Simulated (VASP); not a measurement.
Energy against volume of RuAl (CsCl type). These are TPSS meta-GGA, VASP's PBE PAW potentials (set 64) (plane waves; VASP) values and carry that method's errors. Numerical set-up: 520 eV cut-off, 12×12×12 Γ-centred mesh, first-order Methfessel-Paxton smearing of 0.10 eV, potentials Al Ru_pv.

| V (Å³/atom) | E (eV/atom) |
|---|---|
| 12.575 | -13.50012 |
| 12.976 | -13.52783 |
| 13.378 | -13.53648 |
| 13.779 | -13.52888 |

**Question.** Fit these four points and predict the energy of the run at 14.180 Å³/atom.

**Answer.** A cubic in V^(−2/3), the third-order Birch-Murnaghan form, passes through the four points with V0 = 13.38 Å³/atom and B0 = 215 GPa, and gives -13.5075 eV/atom there. The run gave -13.5075 eV/atom, +0.0 meV/atom from the fit; all five points give B0 = 215 GPa.

The compound is RuAl in the CsCl type structure. It was relaxed first.
